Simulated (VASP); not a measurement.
OSZICAR of a VASP run on Pt (fcc):

File OSZICAR:
```
       N       E                     dE             d eps       ncg     rms          rms(c)
DAV:   1     0.400206717284E+02    0.40021E+02   -0.43348E+03  4042   0.841E+02
DAV:   2    -0.609593528290E+01   -0.46117E+02   -0.43418E+02  4096   0.204E+02
DAV:   3    -0.686901246751E+01   -0.77308E+00   -0.76250E+00  4594   0.256E+01
DAV:   4    -0.687312433598E+01   -0.41119E-02   -0.41107E-02  4112   0.199E+00
DAV:   5    -0.687316838433E+01   -0.44048E-04   -0.44049E-04  4124   0.211E-01    0.132E+01
DAV:   6    -0.653212054870E+01    0.34105E+00   -0.48956E-01  3868   0.871E+00    0.724E+00
DAV:   7    -0.649450446995E+01    0.37616E-01   -0.81653E-02  4078   0.356E+00    0.293E+00
DAV:   8    -0.649124790937E+01    0.32566E-02   -0.29702E-03  3948   0.536E-01    0.122E+00
DAV:   9    -0.649103066911E+01    0.21724E-03   -0.49814E-04  4258   0.238E-01    0.172E-01
DAV:  10    -0.649101541680E+01    0.15252E-04   -0.16539E-05  4006   0.462E-02    0.132E-02
DAV:  11    -0.649101901649E+01   -0.35997E-05   -0.81229E-07  3574   0.104E-02    0.102E-02
DAV:  12    -0.649101937333E+01   -0.35684E-06   -0.10926E-07  1974   0.334E-03
   1 F= -.64910194E+01 E0= -.64894617E+01  d E =-.311542E-02  mag=     0.0000     0.0000    -0.0000
       N       E                     dE             ncg
```

Q: Which electronic solver shows in the log?

A: It is blocked Davidson (ALGO = Normal, or the opening steps of other solvers). The INCAR had ALGO = Normal.

Q: How was spin treated?

A: With non-collinear spinors: mag has three components.

Q: Can the final energy be trusted as converged?

A: Self-consistency was reached. It stopped with EDIFF = 1E-6, NELM = 100 (PBE GGA with spin-orbit coupling, plane waves, VASP's PBE PAW potentials (set 64)).

The compound is Pt in the fcc structure. It was relaxed first.
